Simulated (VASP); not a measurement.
Given:

```xyz
3
Lattice="3.7516 0.0000 0.0000 -1.8758 3.2490 0.0000 0.0000 0.0000 6.3335" Properties=species:S:1:pos:R:3 pbc="T T T"
Sn     0.0000     0.0000     0.0000
Se     1.8758     1.0830     4.7951
Se     0.0000     2.1660     1.5384
```

Calculation: PBEsol GGA with D3 dispersion (Becke-Johnson damping), VASP's PBE PAW potentials (set 64) (plane waves; VASP). Run with 300 eV cut-off, 10×10×5 Γ-centred mesh, Gaussian smearing of 0.010 eV, potentials Sn_d Se.

At this cut-off the stress carries a Pulay error, which pulls relaxed volumes low. Energy and stress use the plane-wave basis of the starting cell.

### Question
The ions, cell shape and volume are relaxed. What does this cell relax into?

### Answer

```xyz
3
Lattice="3.7911 0.0000 0.0000 -1.8956 3.2832 0.0000 0.0000 0.0000 5.7497" Properties=species:S:1:pos:R:3 pbc="T T T"
Sn     0.0000     0.0000     0.0000
Se     1.8956     1.0944     4.1640
Se     0.0000     2.1888     1.5857
```
Space group P-3m1 (164), at a tolerance of 0.03 Å.

### Question
How do energy and volume change from the first to the last step?

### Answer
The energy (σ→0) changes by -41.4 meV/atom and the volume by -7.3 %, in 22 ionic steps.

```tsv
step	E(σ→0) (eV)	max force (eV/Å)	pressure (GPa)	volume (Å³)
1	-13.8870	0.786	2.14	77.20
2	-13.9014	0.108	-2.67	81.10
3	-13.9180	0.250	-0.82	79.40
4	-13.9299	0.212	-0.67	78.50
5	-13.9553	0.098	-0.14	75.84
6	-13.9482	0.145	1.62	70.68
7	-13.9627	0.024	0.49	73.82
8	-13.9713	0.010	0.39	73.49
9	-13.9924	0.033	0.22	72.48
10	-14.0065	0.123	0.44	70.38
11	-14.0072	0.099	0.37	70.80
12	-14.0099	0.063	0.04	71.37
13	-14.0106	0.031	-0.24	71.88
14	-14.0108	0.034	0.12	71.64
15	-14.0109	0.017	0.02	71.70
16	-14.0109	0.017	0.00	71.71
17	-14.0110	0.016	-0.08	71.73
18	-14.0110	0.018	-0.01	71.67
19	-14.0111	0.020	0.04	71.61
20	-14.0111	0.024	0.12	71.48
21	-14.0111	0.021	0.04	71.58
22	-14.0111	0.010	0.00	71.57
```

The structure comes from a computed database's SnSe2 entry; how it stands against other phases isn't given here. This run relaxes it. Symmetry was kept, so distortions that lower it aren't found. The run is one of a series of settings (EDIFFG = -0.01, IBRION = 2, ISIF = 3, IVDW = 12, NSW = 50 against the base run), some of them coarse on purpose.
